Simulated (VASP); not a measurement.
These are PBEsol GGA, VASP's PBE PAW potentials (set 64) (plane waves; VASP 6.6.1) values and carry that method's errors.

VASP input:

KPOINTS:
```
Automatic mesh
0
Gamma
10 10 10
0 0 0
```

**INCAR**
```
ISMEAR=1   # Methfessel-Paxton
EDIFF=1E-7   # SCF stop (eV)
LREAL=.FALSE.
LCHARG=.FALSE.
ALGO=Normal
LWAVE=.FALSE.
GGA=PS   # PBEsol
SIGMA=0.1   # width (eV)
LASPH=.TRUE.   # aspherical one-centre terms
ENCUT=520   # plane-wave cut-off (eV)
ISIF=2   # forces and stress, cell fixed
SYSTEM=K
NELM=100   # most electronic steps
PREC=Accurate
```

File POSCAR:
```
K
1
   -2.6565778237     2.6565778237     2.6565778237
    2.6565778237    -2.6565778237     2.6565778237
    2.6565778237     2.6565778237    -2.6565778237
K
1
Direct
  0.0000000000   0.0000000000   0.0000000000
```

POTCAR, in this order: K_sv (PBE.64 set). Program: vasp_std.

Question: What will the output report for the number of irreducible k-points (NKPTS), largest plane-wave count, number of space-group operations, FFT grid (NGX, NGY, NGZ)?

Answer: 
| Property | Value |
|---|---|
| number of irreducible k-points (NKPTS) | 47 |
| largest plane-wave count | 2038 |
| number of space-group operations | 48 |
| FFT grid (NGX, NGY, NGZ) | 36 × 36 × 36 |

The compound is K in the bcc structure. This cell is one point of a volume scan, at 1.06 of the reference volume.
